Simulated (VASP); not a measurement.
# BAs: the band gap, functional by functional, part 2 of 3

How does the band gap of BAs depend on the functional? The starting structure is a measured crystal structure from the Crystallography Open Database. Cell and atoms stay as given. Meshes and data sets differ where the inputs say so.

VASP 6.6.1.

Results so far: LDA 1.125 eV; PBE 1.174 eV; r2SCAN 1.371 eV; TB-mBJ 1.757 eV.

### 6. Bands with LDA + spin-orbit coupling

Level of this step: LDA, spin-orbit coupling; plane waves and PAW (As, B) (VASP).

Spin-orbit coupling is switched on in this step. This run uses a 6×6×6 mesh.

INCAR

```
SYSTEM = BAs
PREC = Accurate
ENCUT = 370
EDIFF = 1E-06
NELM = 100
ISMEAR = 0
SIGMA = 0.03
LREAL = .FALSE.
ALGO = Normal
GGA = CA
LNONCOLLINEAR = .TRUE.
MAGMOM = 0 0 0 0 0 0
NBANDS = 20
GGA_COMPAT = .FALSE.
LASPH = .TRUE.
LSORBIT = .TRUE.
LORBIT = 11
LWAVE = .FALSE.
LCHARG = .FALSE.
KPAR = 4
```

POSCAR

```
BAs
1.0
    0.0000000000      2.3885000000      2.3885000000
    2.3885000000      0.0000000000      2.3885000000
    2.3885000000      2.3885000000      0.0000000000
As B
1 1
Direct
    0.7500000000      0.7500000000      0.7500000000
    0.0000000000      0.0000000000      0.0000000000
```

KPOINTS

```
Automatic mesh
0
Gamma
6 6 6
0 0 0
```

KPOINTS_OPT

```
Line mode
10
Line-mode
Reciprocal
  0.00000000   0.00000000   0.00000000 GAMMA
  0.50000000   0.00000000   0.50000000 X

  0.50000000   0.00000000   0.50000000 X
  0.50000000   0.25000000   0.75000000 W

  0.50000000   0.25000000   0.75000000 W
  0.37500000   0.37500000   0.75000000 K

  0.37500000   0.37500000   0.75000000 K
  0.00000000   0.00000000   0.00000000 GAMMA

  0.00000000   0.00000000   0.00000000 GAMMA
  0.50000000   0.50000000   0.50000000 L

  0.50000000   0.50000000   0.50000000 L
  0.62500000   0.25000000   0.62500000 U

  0.62500000   0.25000000   0.62500000 U
  0.50000000   0.25000000   0.75000000 W

  0.50000000   0.25000000   0.75000000 W
  0.50000000   0.50000000   0.50000000 L

  0.50000000   0.50000000   0.50000000 L
  0.37500000   0.37500000   0.75000000 K

  0.62500000   0.25000000   0.62500000 U
  0.50000000   0.00000000   0.50000000 X
```

PAW data sets: As and B (LDA family, release 64).

Launch:

```console
$ mpirun -np 4 vasp_ncl
```

Log:

```text
[... set-up lines as in an earlier step ...]
 entering main loop
       N       E                     dE             d eps       ncg     rms          rms(c)
DAV:   1     0.116498212459E+02    0.11650E+02   -0.26353E+03   880   0.535E+02
DAV:   2    -0.126469217684E+02   -0.24297E+02   -0.22556E+02  1224   0.114E+02
DAV:   3    -0.136358585023E+02   -0.98894E+00   -0.97967E+00  1048   0.206E+01
DAV:   4    -0.136394722651E+02   -0.36138E-02   -0.36131E-02  1072   0.146E+00
[...]
DAV:  10    -0.129120987892E+02   -0.17940E-04   -0.11635E-04   992   0.689E-02    0.407E-02
DAV:  11    -0.129121014924E+02   -0.27032E-05   -0.35237E-06  1056   0.143E-02    0.148E-02
DAV:  12    -0.129121016617E+02   -0.16925E-06   -0.10197E-07   596   0.270E-03
   1 F= -.12912102E+02 E0= -.12912102E+02  d E =-.204027E-25  mag=     0.0000    -0.0000    -0.0000
 Start KPOINTS_OPT (optional k-point list driver)
k-point batch [1-22\100]
       N       E                     dE             ncg
DAV:   1     0.458566659261E+03   -0.41794E+04      880
DAV:   2    -0.427305432725E+02   -0.50130E+03     1284
DAV:   3    -0.621964725707E+02   -0.19466E+02     1068
DAV:   4    -0.622709771863E+02   -0.74505E-01     1092
DAV:   5    -0.622711530127E+02   -0.17583E-03     1052
DAV:   6    -0.622711536976E+02   -0.68490E-06      936
[...]
k-point batch [89-100\100]
       N       E                     dE             ncg
DAV:   1     0.258016961376E+04   -0.31454E+04      480
DAV:   2     0.230124256341E+04   -0.27893E+03      672
DAV:   3     0.229139561418E+04   -0.98469E+01      608
DAV:   4     0.229136257027E+04   -0.33044E-01      568
DAV:   5     0.229136249145E+04   -0.78818E-04      620
DAV:   6     0.229136249116E+04   -0.29566E-06      480
```

Run time: 12 s. Hardware: 4 MPI ranks of Intel Xeon Platinum 8375C at 2.90GHz (Ice Lake), shared host; peak memory 0.68 GiB; 44 s of CPU time.

From OUTCAR (step 6):

```text
  Total       -0.5280848     -0.5280848     -0.5280848      0.0000000     -0.0000000     -0.0000000
  in kB      -31.0462070    -31.0462070    -31.0462070      0.0000000     -0.0000000     -0.0000000
  external PRESSURE =     -31.0462070 kB  Pullay stress =       0.0000000 kB

 POSITION                                       TOTAL-FORCE (eV/Angst)
 -----------------------------------------------------------------------------------
      3.58275      3.58275      3.58275         0.000000      0.000000     -0.000000
      0.00000      0.00000      0.00000        -0.000000     -0.000000      0.000000
 -----------------------------------------------------------------------------------
    total drift:                               -0.000000     -0.000000     -0.000000

  FREE ENERGIE OF THE ION-ELECTRON SYSTEM (eV)
  ---------------------------------------------------
  free  energy   TOTEN  =       -12.9121016617 eV

  energy  without entropy=      -12.9121016617  energy(sigma->0) =      -12.91210166

 magnetization (x)
# of ion       s       p       d       tot
------------------------------------------
    1       -0.000   0.000   0.000   0.000
    2        0.000  -0.000   0.000  -0.000
--------------------------------------------------
tot          0.000  -0.000   0.000   0.000

 magnetization (y)
# of ion       s       p       d       tot
------------------------------------------
    1       -0.000   0.000   0.000  -0.000
    2        0.000   0.000   0.000   0.000
--------------------------------------------------
tot          0.000   0.000   0.000   0.000

 magnetization (z)
# of ion       s       p       d       tot
------------------------------------------
    1       -0.000   0.000   0.000   0.000
    2       -0.000  -0.000   0.000  -0.000
--------------------------------------------------
tot         -0.000  -0.000   0.000  -0.000

[... 1 part as in an earlier step ...]

[... 2 further parts left out ...]
[key lines of the parts left out:]
E-fermi :   6.4427
```

LDA + spin-orbit coupling gives a least gap of 1.055 eV, and a least direct gap of 3.038 eV. The least gap is -0.070 eV from that of LDA, on another mesh, which alone can move a gap by some hundredths of an eV.

### 7. Bands with r2SCAN + spin-orbit coupling

This run uses a 6×6×6 mesh.

INCAR, as its differences from that of step 6:

```diff
@@ -9,3 +9,4 @@
 ALGO = Normal
-GGA = CA
+METAGGA = R2SCAN
+LASPH = .TRUE.
 LNONCOLLINEAR = .TRUE.
@@ -14,3 +15,2 @@
 GGA_COMPAT = .FALSE.
-LASPH = .TRUE.
 LSORBIT = .TRUE.
```

POSCAR is that of step 6.

KPOINTS is that of step 6.

KPOINTS_OPT is that of step 6.

Potentials, in the order of the species: As and B (PBE family, release 64).

Launch:

```console
$ mpirun -np 4 vasp_ncl
```

Log:

```text
[... set-up lines as in an earlier step ...]
 entering main loop
       N       E                     dE             d eps       ncg     rms          rms(c)
DAV:   1     0.213167591357E+01    0.21317E+01   -0.27374E+03   880   0.556E+02
DAV:   2    -0.228409234625E+02   -0.24973E+02   -0.23083E+02  1216   0.117E+02
DAV:   3    -0.238392379592E+02   -0.99831E+00   -0.98889E+00  1040   0.209E+01
DAV:   4    -0.238425777408E+02   -0.33398E-02   -0.33390E-02  1080   0.143E+00
[...]
DAV:  10    -0.222447509510E+02   -0.49849E-04   -0.31212E-05  1000   0.480E-02    0.397E-02
DAV:  11    -0.222447598849E+02   -0.89340E-05   -0.76796E-06  1056   0.257E-02    0.111E-02
DAV:  12    -0.222447594819E+02    0.40302E-06   -0.47641E-07   800   0.698E-03
   1 F= -.22244759E+02 E0= -.22244759E+02  d E =-.143750E-11  mag=     0.0000    -0.0000     0.0000
 Start KPOINTS_OPT (optional k-point list driver)
k-point batch [1-22\100]
       N       E                     dE             ncg
DAV:   1     0.393172673688E+03   -0.42448E+04      880
DAV:   2    -0.128540331821E+03   -0.52171E+03     1292
DAV:   3    -0.147943220014E+03   -0.19403E+02     1076
DAV:   4    -0.148012408964E+03   -0.69189E-01     1072
DAV:   5    -0.148012569810E+03   -0.16085E-03     1056
DAV:   6    -0.148012570405E+03   -0.59479E-06      916
[...]
k-point batch [89-100\100]
       N       E                     dE             ncg
DAV:   1     0.254083688331E+04   -0.31847E+04      480
DAV:   2     0.225087978881E+04   -0.28996E+03      668
DAV:   3     0.224116091661E+04   -0.97189E+01      612
DAV:   4     0.224113021084E+04   -0.30706E-01      560
DAV:   5     0.224113013838E+04   -0.72460E-04      608
DAV:   6     0.224113013811E+04   -0.26532E-06      472
```

The job ended after 54 s (4 MPI ranks; peak memory 0.86 GiB).

OUTCAR, selected parts (step 7):

```text
  Total        0.1456887      0.1456887      0.1456887     -0.0000000      0.0000000     -0.0000000
  in kB        8.5650663      8.5650663      8.5650663     -0.0000000      0.0000000     -0.0000000
  external PRESSURE =       8.5650663 kB  Pullay stress =       0.0000000 kB

  FREE ENERGIE OF THE ION-ELECTRON SYSTEM (eV)
  ---------------------------------------------------
  free  energy   TOTEN  =       -22.2447594819 eV

  energy  without entropy=      -22.2447594819  energy(sigma->0) =      -22.24475948

 magnetization (x)
# of ion       s       p       d       tot
------------------------------------------
    1       -0.000   0.000  -0.000   0.000
    2        0.000   0.000   0.000   0.000
--------------------------------------------------
tot         -0.000   0.000  -0.000   0.000

 magnetization (y)
# of ion       s       p       d       tot
------------------------------------------
    1        0.000   0.000   0.000   0.000
    2        0.000   0.000   0.000   0.000
--------------------------------------------------
tot          0.000   0.000   0.000   0.000

 magnetization (z)
# of ion       s       p       d       tot
------------------------------------------
    1        0.000   0.000   0.000   0.000
    2       -0.000   0.000   0.000  -0.000
--------------------------------------------------
tot         -0.000   0.000   0.000  -0.000

[... 3 parts as in an earlier step ...]

[... 1 further part left out ...]
[key lines of the parts left out:]
E-fermi :   6.2249
```

r2SCAN + spin-orbit coupling gives a least gap of 1.302 eV, and a least direct gap of 3.244 eV. The least gap is -0.069 eV from that of r2SCAN, on another mesh, which alone can move a gap by some hundredths of an eV.

### 8. Bands with TB-mBJ + spin-orbit coupling

This run uses a 6×6×6 mesh.

INCAR, as its differences from that of step 7:

```diff
@@ -4,3 +4,3 @@
 EDIFF = 1E-06
-NELM = 100
+NELM = 150
 ISMEAR = 0
@@ -9,3 +9,3 @@
 ALGO = Normal
-METAGGA = R2SCAN
+METAGGA = MBJ
 LASPH = .TRUE.
```

POSCAR is that of step 7.

KPOINTS is that of step 7.

KPOINTS_OPT is that of step 7.

Launch:

```console
$ mpirun -np 4 vasp_ncl
```

Log:

```text
[... set-up lines as in an earlier step ...]
 entering main loop
       N       E                     dE             d eps       ncg     rms          rms(c)
DAV:   1     0.137309168205E+03    0.13731E+03   -0.26608E+03   880   0.543E+02
DAV:   2     0.114075676928E+03   -0.23233E+02   -0.21472E+02  1204   0.112E+02
DAV:   3     0.113190273151E+03   -0.88540E+00   -0.87746E+00  1056   0.192E+01
DAV:   4     0.113187637245E+03   -0.26359E-02   -0.26345E-02  1068   0.117E+00
[...]
DAV:  34     0.116109076628E+03   -0.27024E-05   -0.14977E-11   512   0.315E-05    0.464E-06
DAV:  35     0.116109075502E+03   -0.11257E-05   -0.27482E-12   512   0.126E-05    0.151E-06
DAV:  36     0.116109075181E+03   -0.32093E-06   -0.20111E-13   508   0.507E-06
   1 F= 0.11610908E+03 E0= 0.11610908E+03  d E =-.810084E-13  mag=    -0.0000     0.0000     0.0000
 Start KPOINTS_OPT (optional k-point list driver)
k-point batch [1-22\100]
       N       E                     dE             ncg
DAV:   1     0.437325366873E+03   -0.42007E+04      880
DAV:   2    -0.686882848598E+02   -0.50601E+03     1264
DAV:   3    -0.871509062934E+02   -0.18463E+02     1096
DAV:   4    -0.872117019550E+02   -0.60796E-01     1068
DAV:   5    -0.872118296809E+02   -0.12773E-03     1060
DAV:   6    -0.872118300880E+02   -0.40707E-06      940
[...]
k-point batch [89-100\100]
       N       E                     dE             ncg
DAV:   1     0.256778642337E+04   -0.31578E+04      480
DAV:   2     0.228744926892E+04   -0.28034E+03      664
DAV:   3     0.227848667716E+04   -0.89626E+01      608
DAV:   4     0.227845977945E+04   -0.26898E-01      560
DAV:   5     0.227845972176E+04   -0.57692E-04      584
DAV:   6     0.227845972158E+04   -0.17928E-06      500
```

Elapsed: 52 s, on 4 MPI ranks; peak memory 0.85 GiB.

OUTCAR, selected parts (step 8):

```text
  Total       10.5093874     10.5093874     10.5093874      0.0000000      0.0000000     -0.0000000
  in kB      617.8488614    617.8488614    617.8488614      0.0000000      0.0000000     -0.0000000
  external PRESSURE =     617.8488614 kB  Pullay stress =       0.0000000 kB

  FREE ENERGIE OF THE ION-ELECTRON SYSTEM (eV)
  ---------------------------------------------------
  free  energy   TOTEN  =       116.1090751815 eV

  energy  without entropy=      116.1090751815  energy(sigma->0) =      116.10907518

 magnetization (x)
# of ion       s       p       d       tot
------------------------------------------
    1       -0.000   0.000  -0.000  -0.000
    2        0.000  -0.000   0.000   0.000
--------------------------------------------------
tot          0.000  -0.000  -0.000   0.000

 magnetization (y)
# of ion       s       p       d       tot
------------------------------------------
    1        0.000   0.000  -0.000  -0.000
    2        0.000   0.000   0.000   0.000
--------------------------------------------------
tot          0.000   0.000  -0.000   0.000

 magnetization (z)
# of ion       s       p       d       tot
------------------------------------------
    1        0.000  -0.000   0.000   0.000
    2        0.000  -0.000   0.000  -0.000
--------------------------------------------------
tot          0.000  -0.000   0.000  -0.000

[... 3 parts as in an earlier step ...]

[... 1 further part left out ...]
[key lines of the parts left out:]
E-fermi :   6.1141
```

TB-mBJ + spin-orbit coupling gives a least gap of 1.697 eV, and a least direct gap of 3.604 eV. The least gap is -0.060 eV from that of TB-mBJ, on another mesh, which alone can move a gap by some hundredths of an eV.

### 9. Bands with HSE06

HSE06 mixes in a quarter of exact exchange at short range, at far higher cost; in semiconductors this cures much of the gap error, while metals seldom gain. This run uses a 5×5×5 mesh. Its starting orbitals come from a semilocal run on the same mesh, not shown.

INCAR

```
SYSTEM = BAs
PREC = Accurate
ENCUT = 370
EDIFF = 1E-06
NELM = 100
ISMEAR = 0
SIGMA = 0.03
LREAL = .FALSE.
ALGO = Normal
LHFCALC = .TRUE.
AEXX = 0.25
GGA = PE
HFSCREEN = 0.2
LASPH = .TRUE.
NBANDS = 10
PRECFOCK = Fast
LORBIT = 11
LWAVE = .FALSE.
LCHARG = .FALSE.
KPAR = 4
```

POSCAR is that of step 8.

KPOINTS

```
Automatic mesh
0
Gamma
5 5 5
0 0 0
```

KPOINTS_OPT is that of step 8.

Launch:

```console
$ mpirun -np 4 vasp_std
```

Log:

```text
[banner, memory and clock lines left out]
running    4 mpi-ranks, on    1 nodes
[...]
LDA part: xc-table for (Slater+PW92), standard interpolation
 found WAVECAR, reading the header
 POSCAR, INCAR and KPOINTS ok, starting setup
[...]
reading WAVECAR
 the WAVECAR file was read successfully
 initial charge from wavefunction
 entering main loop
       N       E                     dE             d eps       ncg     rms          rms(c)
DAV:   1    -0.132387730372E+02   -0.13239E+02   -0.77520E-01   204   0.646E+00    0.268E+00
DAV:   2    -0.132418714330E+02   -0.30984E-02   -0.73976E-03   226   0.635E-01    0.172E+00
DAV:   3    -0.132404617187E+02    0.14097E-02   -0.11039E-03   218   0.176E-01    0.985E-01
DAV:   4    -0.132400445715E+02    0.41715E-03   -0.33707E-04   218   0.983E-02    0.542E-01
DAV:   5    -0.132399068060E+02    0.13777E-03   -0.57923E-05   222   0.527E-02    0.304E-01
DAV:   6    -0.132398607048E+02    0.46101E-04   -0.18084E-05   240   0.324E-02    0.171E-01
DAV:   7    -0.132398473472E+02    0.13358E-04   -0.63197E-06   240   0.194E-02    0.965E-02
DAV:   8    -0.132398436624E+02    0.36848E-05   -0.19017E-06   214   0.106E-02    0.541E-02
DAV:   9    -0.132398428000E+02    0.86247E-06   -0.65363E-07   114   0.620E-03
   1 F= -.13239843E+02 E0= -.13239843E+02  d E =-.952842E-22
 Start KPOINTS_OPT (optional k-point list driver)
k-point batch [1-10\100]
       N       E                     dE             ncg
DAV:   1     0.222932967380E+03   -0.11247E+04      200
DAV:   2    -0.241502283385E+02   -0.24708E+03      262
DAV:   3    -0.392769352047E+02   -0.15127E+02      248
DAV:   4    -0.393855293330E+02   -0.10859E+00      258
DAV:   5    -0.393862253435E+02   -0.69601E-03      252
DAV:   6    -0.393862277141E+02   -0.23706E-05      228
DAV:   7    -0.393862277232E+02   -0.90956E-08      216
[...]
k-point batch [91-100\100]
       N       E                     dE             ncg
DAV:   1     0.249766982265E+02   -0.28705E+04      200
DAV:   2    -0.160761341833E+03   -0.18574E+03      282
DAV:   3    -0.167337204875E+03   -0.65759E+01      274
DAV:   4    -0.167383405276E+03   -0.46200E-01      276
DAV:   5    -0.167383534420E+03   -0.12914E-03      258
DAV:   6    -0.167383534639E+03   -0.21859E-06      254
```

Wall time 1.7 min (4 MPI ranks); peak memory 0.9 GiB.

OUTCAR, selected parts (step 9):

```text
 POSITION                                       TOTAL-FORCE (eV/Angst)
 -----------------------------------------------------------------------------------
      3.58275      3.58275      3.58275         0.000000      0.000000      0.000000
      0.00000      0.00000      0.00000        -0.000000     -0.000000     -0.000000
 -----------------------------------------------------------------------------------
    total drift:                               -0.000001     -0.000001     -0.000001

  FREE ENERGIE OF THE ION-ELECTRON SYSTEM (eV)
  ---------------------------------------------------
  free  energy   TOTEN  =       -13.2398428000 eV

  energy  without entropy=      -13.2398428000  energy(sigma->0) =      -13.23984280

[... 1 part as in an earlier step ...]

[... 2 further parts left out ...]
[key lines of the parts left out:]
E-fermi :   5.9019
```

HSE06 gives a least gap of 1.865 eV, and a least direct gap of 4.140 eV. The least gap is +0.740 eV from that of LDA, on another mesh, which alone can move a gap by some hundredths of an eV.

[end of part 2 of 3]

[Lines on the potential files, build, host, timing and source positions are cut from VASP's logs without a mark.]

[Logs are printed without paths, hosts, clocks, repeated set-up lines and the standing remarks that a program may print on its own settings, such as how far it seeks lower states.]

[Hosts, paths, dates, database ids (printed as entryN), source tags and the programs' standing remarks are cut or masked in the printed files.]
